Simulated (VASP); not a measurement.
HfCl4, in a box:

```xyz
5
Lattice="14.0357 0.0000 0.0000 0.0000 14.5357 0.0000 0.0000 0.0000 15.0357" Properties=species:S:1:pos:R:3 pbc="T T T"
Hf    7.0178    7.3178    7.5178
Cl    5.0435    6.7401    6.4739
Cl    6.7016    7.3404    9.8027
Cl    8.6500    5.7781    6.9827
Cl    7.6763    9.4129    6.8122
```

Base run:

```yaml
Program: VASP 6.6.1
Functional: RPBE
Dispersion: D3(BJ)
Potentials_or_basis: VASP PAW PBE potentials, release 64 (Hf_pv, Cl)
Cutoff: 400 eV
k_mesh: 1 × 1 × 1
Occupations: gaussian, width 0.01 eV
Spin: no spin polarisation
```

Its results: gap between the frontier levels 5.41 eV; largest force 0.008 eV/Å.

Problem. After a change of settings the same cell gave: gap between the frontier levels 6.76 eV; largest force 0.271 eV/Å. Which change was it?
A. functional from RPBE to PBE; dispersion from D3(BJ) to D4
B. functional from RPBE to HSE06; further incar settings from ALGO = Normal; EDIFF = 1e-07; NBANDS = 27; ISYM = 0 to ALGO = Damped; EDIFF = 1e-07; NBANDS = 27; ISYM = 0
C. functional from RPBE to PBE; dispersion from D3(BJ) to D3
D. functional from RPBE to optB86b-vdW; dispersion from D3(BJ) to none

Solution. B.

Caveats: the PAW data sets were made with another functional, which shifts forces and pressure a little; spin-orbit coupling is left out, which moves the levels of the heavy elements.
